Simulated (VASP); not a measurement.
These are RPBE GGA, VASP's PBE PAW potentials (set 64) (plane waves; VASP) values and carry that method's errors.

Input for VASP

**INCAR**
```
! general
SYSTEM  = CsSnI3
PREC    = Accurate
ENCUT   = 520
LREAL   = F   ! projection in real space or not
LASPH   = T
ICHARG  = 11

! electronic loop
EDIFF   = 1E-7   ! SCF stop (eV)
NELM    = 100   ! most electronic steps
ALGO    = Normal   ! blocked Davidson
LMAXMIX = 4

! smearing
ISMEAR  = 0
SIGMA   = 0.05   ! width (eV)

! functional
GGA     = RP   ! RPBE

! output
LWAVE   = F
LCHARG  = F
LORBIT  = 11   ! lm-projected
```

KPOINTS:
```
k-points along high-symmetry lines
15
Line-mode
Reciprocal
  0.000000   0.000000   0.000000 ! GAMMA
  0.000000   0.500000   0.000000 ! X

  0.000000   0.500000   0.000000 ! X
  0.500000   0.500000   0.000000 ! M

  0.500000   0.500000   0.000000 ! M
  0.000000   0.000000   0.000000 ! GAMMA

  0.000000   0.000000   0.000000 ! GAMMA
  0.500000   0.500000   0.500000 ! R

  0.500000   0.500000   0.500000 ! R
  0.000000   0.500000   0.000000 ! X

  0.500000   0.500000   0.500000 ! R
  0.500000   0.500000   0.000000 ! M
```

### POSCAR
```
CsSnI3
1.0
  6.3895347542   0.0000000000   0.0000000000
  0.0000000000   6.3895347542   0.0000000000
  0.0000000000   0.0000000000   6.3895347542
Cs Sn I
1 1 3
Cartesian
  0.0000000000   0.0000000000   0.0000000000
  3.1947673771   3.1947673771   3.1947673771
  3.1947673771   0.0000000000   3.1947673771
  0.0000000000   3.1947673771   3.1947673771
  3.1947673771   3.1947673771   0.0000000000
```

POTCAR, in this order: Cs_sv Sn_d I (PBE.64 set). Program: vasp_std. Read from the step before: CHGCAR.

What VASP printed:

**OUTCAR**
```
 ion  position               nearest neighbor table
   1  0.000  0.000  0.000-
   2  0.500  0.500  0.500-   3 3.19   4 3.19   5 3.19   5 3.19   3 3.19   4 3.19
   3  0.500  0.000  0.500-   2 3.19   2 3.19
   4  0.000  0.500  0.500-   2 3.19   2 3.19
   5  0.500  0.500  0.000-   2 3.19   2 3.19
  LATTYP: Found a simple cubic cell.
 ALAT       =     6.3895347542
 Subroutine PRICEL returns:
 Original cell was already a primitive cell.
 Subroutine GETGRP returns: Found 48 space group operations
The static configuration has the point symmetry O_h .
The dynamic configuration has the point symmetry O_h .
 Subroutine INISYM returns: Found 48 space group operations
   k-points           NKPTS =     90   k-points in BZ     NKDIM =     90   number of bands    NBANDS=     26
   number of dos      NEDOS =    301   number of ions     NIONS =      5
   total plane-waves  NPLWV = 110592
   dimension x,y,z NGX =    48 NGY =   48 NGZ =   48
   dimension x,y,z NGXF=    96 NGYF=   96 NGZF=   96
   ions per type =               1   1   3
   PREC   = accura    normal or accurate (medium, high low for compatibility)
   ISTART =      0    job   : 0-new  1-cont  2-samecut
   ICHARG =     11    charge: 1-file 2-atom 10-const
   ISPIN  =      1    spin polarized calculation?
   LNONCOLLINEAR =      F non collinear calculations
...
```

OSZICAR:
```
       N       E                     dE             d eps       ncg     rms          rms(c)
DAV:   1     0.351395786721E+03    0.35140E+03   -0.18154E+04  4696   0.150E+03
DAV:   2     0.297225941419E+02   -0.32167E+03   -0.31520E+03  5842   0.299E+02
DAV:   3    -0.107396628462E+02   -0.40462E+02   -0.39645E+02  5630   0.118E+02
DAV:   4    -0.123455954311E+02   -0.16059E+01   -0.15997E+01  5750   0.270E+01
DAV:   5    -0.123955042719E+02   -0.49909E-01   -0.49896E-01  7178   0.467E+00
DAV:   6    -0.123959796775E+02   -0.47541E-03   -0.47538E-03  6024   0.409E-01
DAV:   7    -0.123959981026E+02   -0.18425E-04   -0.18425E-04  7216   0.755E-02
DAV:   8    -0.123959982796E+02   -0.17699E-06   -0.17699E-06  6032   0.755E-03
DAV:   9    -0.123959982838E+02   -0.41537E-08   -0.41530E-08  4304   0.136E-03
   1 F= -.12395998E+02 E0= -.12395998E+02  d E =-.136837E-14
```

OUTCAR:
```
 val. band max:        2.0110856986   @ k =   0.5000   0.5000   0.5000

 cond. band min:       2.7060033832   @ k =   0.5000   0.5000   0.5000



 k-point     1 :       0.0000    0.0000    0.0000
  band No.  band energies     occupation
      1     -20.0619      2.00000
      2     -19.9771      2.00000
      3     -19.9771      2.00000
      4     -19.9703      2.00000
      5     -19.9703      2.00000
      6     -19.9703      2.00000
      7     -10.5523      2.00000
      8      -9.9966      2.00000
      9      -9.9966      2.00000
     10      -6.8497      2.00000
     11      -6.8497      2.00000
     12      -6.8497      2.00000
     13      -3.9710      2.00000
     14      -1.9562      2.00000
     15      -1.9562      2.00000
     16      -1.9562      2.00000
     17       0.1797      2.00000
     18       0.1797      2.00000
     19       0.1797      2.00000
     20       0.2951      2.00000
     21       0.2951      2.00000
     22       0.2951      2.00000
     23       4.8235      0.00000
     24       5.8260      0.00000
     25       5.8261      0.00000
     26       6.1163      0.00000

 k-point     2 :       0.0000    0.0357    0.0000
  band No.  band energies     occupation
      1     -20.0619      2.00000
      2     -19.9771      2.00000
      3     -19.9771      2.00000
      4     -19.9702      2.00000
      5     -19.9702      2.00000
      6     -19.9702      2.00000
      7     -10.5509      2.00000
      8      -9.9982      2.00000
      9      -9.9966      2.00000
     10      -6.8496      2.00000
     11      -6.8496      2.00000
     12      -6.8495      2.00000
     13      -3.9848      2.00000
     14      -1.9550      2.00000
     15      -1.9550      2.00000
     16      -1.9319      2.00000
     17       0.1780      2.00000
     18       0.1780      2.00000
     19       0.1781      2.00000
     20       0.2932      2.00000
     21       0.2932      2.00000
     22       0.2935      2.00000
     23       4.8351      0.00000
...
```

The density is held fixed in this step, so its total energy and stress have no physical meaning. Unless said otherwise, spin-orbit coupling is left out, though it shifts the bands of the heavy elements here.

The compound is CsSnI3 in the cubic perovskite structure, the ideal cubic form; the compound distorts at low or room temperature. It was relaxed first, which changed the volume by +8 %.
